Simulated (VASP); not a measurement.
Level of theory: PBE GGA, VASP's PBE PAW potentials (set 64) (plane waves; VASP).

The input files of a VASP run:

### KPOINTS
```
Regular mesh
0
G
7 7 7
```

**POSCAR**
```
Ge
1
    0.0000000000     2.8290000000     2.8290000000
    2.8290000000     0.0000000000     2.8290000000
    2.8290000000     2.8290000000     0.0000000000
Ge
2
Direct
  0.0000000000   0.0000000000   0.0000000000
  0.2500000000   0.2500000000   0.2500000000
```

**INCAR**
```
NELM = 100
ALGO = Fast   ! Davidson, then RMM-DIIS
LCHARG = .FALSE.
GGA = PE   ! PBE
ENCUT = 400   ! plane-wave cut-off (eV)
SIGMA = 0.05
LWAVE = .FALSE.
SYSTEM = Ge
PREC = Accurate
LMAXMIX = 4   ! l cut-off of mixed one-centre charges
ISIF = 2   ! forces and stress, cell fixed
LASPH = .TRUE.   ! aspherical one-centre terms
ISMEAR = 0   ! Gaussian
LREAL = .FALSE.
EDIFF = 1E-6   ! SCF stop (eV)
```

POTCAR, in this order: Ge_d (PBE.64 set). Program: vasp_std.

The run wrote:

File OSZICAR:
```
       N       E                     dE             d eps       ncg     rms          rms(c)
DAV:   1     0.143408128248E+03    0.14341E+03   -0.13518E+04   752   0.372E+03
DAV:   2     0.874085614902E+01   -0.13467E+03   -0.13226E+03   720   0.459E+02
DAV:   3    -0.858919189268E+01   -0.17330E+02   -0.17170E+02   788   0.135E+02
DAV:   4    -0.906778820914E+01   -0.47860E+00   -0.47788E+00   812   0.260E+01
DAV:   5    -0.907555009093E+01   -0.77619E-02   -0.77610E-02   800   0.335E+00    0.322E+00
RMM:   6    -0.901920610638E+01    0.56344E-01   -0.18194E-02   860   0.147E+00    0.194E+00
RMM:   7    -0.898597096719E+01    0.33235E-01   -0.58781E-02   883   0.250E+00    0.145E-01
RMM:   8    -0.898799373042E+01   -0.20228E-02   -0.72024E-03   884   0.876E-01    0.550E-02
RMM:   9    -0.898822198890E+01   -0.22826E-03   -0.20590E-03   917   0.551E-01    0.535E-02
RMM:  10    -0.898827756241E+01   -0.55574E-04   -0.55676E-04  1055   0.233E-01    0.238E-02
RMM:  11    -0.898828885366E+01   -0.11291E-04   -0.76846E-05   922   0.934E-02    0.902E-03
RMM:  12    -0.898828824502E+01    0.60864E-06   -0.18608E-05   891   0.591E-02    0.572E-03
RMM:  13    -0.898828877033E+01   -0.52532E-06   -0.39973E-06   601   0.207E-02
   1 F= -.89882888E+01 E0= -.89881703E+01  d E =-.237004E-03
```

OUTCAR:
```
------------------------ aborting loop because EDIFF is reached ----------------------------------------
  FORCE on cell =-STRESS in cart. coord.  units (eV):
  Direction    XX          YY          ZZ          XY          YZ          ZX
  --------------------------------------------------------------------------------------
  Total        0.9145138      0.9145138      0.9145138     -0.0000000     -0.0000000     -0.0000000
  in kB       32.3572786     32.3572786     32.3572786     -0.0000000     -0.0000000     -0.0000000
  external PRESSURE =      32.3572786 kB  Pullay stress =       0.0000000 kB
  volume of cell :       45.28
      direct lattice vectors                 reciprocal lattice vectors
     0.000000000  2.829000000  2.829000000    -0.176740898  0.176740898  0.176740898
     2.829000000  0.000000000  2.829000000     0.176740898 -0.176740898  0.176740898
     2.829000000  2.829000000  0.000000000     0.176740898  0.176740898 -0.176740898
 POSITION                                       TOTAL-FORCE (eV/Angst)
 -----------------------------------------------------------------------------------
      0.00000      0.00000      0.00000         0.000000      0.000000      0.000000
      1.41450      1.41450      1.41450        -0.000000     -0.000000     -0.000000
 -----------------------------------------------------------------------------------
    total drift:                                0.000000      0.000000      0.000000
  FREE ENERGIE OF THE ION-ELECTRON SYSTEM (eV)
  ---------------------------------------------------
  free  energy   TOTEN  =        -8.9882887703 eV

  energy  without entropy=       -8.9880517668  energy(sigma->0) =       -8.98817027
```
(Selected blocks of OUTCAR.)

The compound is Ge in the diamond structure. The cell was not relaxed at this level. The run is one of a series of settings (ALGO = Fast against the base run), some of them coarse on purpose.
